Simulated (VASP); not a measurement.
Data:

```
Mg2Si
1.0
    0.00000     9.54120     9.54120
    9.54120     0.00000     9.54120
    9.54120     9.54120     0.00000
Mg Si
54 27
Direct
  0.08333   0.08333   0.08333
  0.25000   0.25000   0.25000
  0.08333   0.08333   0.41667
  0.25000   0.25000   0.58333
  0.08333   0.08333   0.75000
  0.25000   0.25000   0.91667
  0.08333   0.41667   0.08333
  0.25000   0.58333   0.25000
  0.08333   0.41667   0.41667
  0.25000   0.58333   0.58333
  0.08333   0.41667   0.75000
  0.25000   0.58333   0.91667
  0.08333   0.75000   0.08333
  0.25000   0.91667   0.25000
  0.08333   0.75000   0.41667
  0.25000   0.91667   0.58333
  0.08333   0.75000   0.75000
  0.25000   0.91667   0.91667
  0.41667   0.08333   0.08333
  0.58333   0.25000   0.25000
  0.41667   0.08333   0.41667
  0.58333   0.25000   0.58333
  0.41667   0.08333   0.75000
  0.58333   0.25000   0.91667
  0.41667   0.41667   0.08333
  0.58333   0.58333   0.25000
  0.41667   0.41667   0.41667
  0.58333   0.58333   0.58333
  0.41667   0.41667   0.75000
  0.58333   0.58333   0.91667
  0.41667   0.75000   0.08333
  0.58333   0.91667   0.25000
  0.41667   0.75000   0.41667
  0.58333   0.91667   0.58333
  0.41667   0.75000   0.75000
  0.58333   0.91667   0.91667
  0.75000   0.08333   0.08333
  0.91667   0.25000   0.25000
  0.75000   0.08333   0.41667
  0.91667   0.25000   0.58333
  0.75000   0.08333   0.75000
  0.91667   0.25000   0.91667
  0.75000   0.41667   0.08333
  0.91667   0.58333   0.25000
  0.75000   0.41667   0.41667
  0.91667   0.58333   0.58333
  0.75000   0.41667   0.75000
  0.91667   0.58333   0.91667
  0.75000   0.75000   0.08333
  0.91667   0.91667   0.25000
  0.75000   0.75000   0.41667
  0.91667   0.91667   0.58333
  0.75000   0.75000   0.75000
  0.91667   0.91667   0.91667
  0.00000   0.00000   0.00000
  0.00000   0.00000   0.33333
  0.00000   0.00000   0.66667
  0.00000   0.33333   0.00000
  0.00000   0.33333   0.33333
  0.00000   0.33333   0.66667
  0.00000   0.66667   0.00000
  0.00000   0.66667   0.33333
  0.00000   0.66667   0.66667
  0.33333   0.00000   0.00000
  0.33333   0.00000   0.33333
  0.33333   0.00000   0.66667
  0.33333   0.33333   0.00000
  0.33333   0.33333   0.33333
  0.33333   0.33333   0.66667
  0.33333   0.66667   0.00000
  0.33333   0.66667   0.33333
  0.33333   0.66667   0.66667
  0.66667   0.00000   0.00000
  0.66667   0.00000   0.33333
  0.66667   0.00000   0.66667
  0.66667   0.33333   0.00000
  0.66667   0.33333   0.33333
  0.66667   0.33333   0.66667
  0.66667   0.66667   0.00000
  0.66667   0.66667   0.33333
  0.66667   0.66667   0.66667
```

Method: PBE GGA, VASP's PBE PAW potentials (set 64) (plane waves; VASP). Run with PREC = Normal, LREAL = Auto, EDIFF = 1E-5, 400 eV cut-off, 1×1×1 Γ-centred mesh, Gaussian smearing of 0.050 eV, potentials Mg Si.

The supercell is sampled at Γ alone, which is coarse: total energies, pressure and levels can be off, energies of defects by several tenths of an eV.

Q: Predict the energy per atom (σ→0).

A: 
```yaml
energy per atom (σ→0): -2.802 eV/atom
```

The cell is a supercell, built from a database entry that may be metastable or hypothetical.
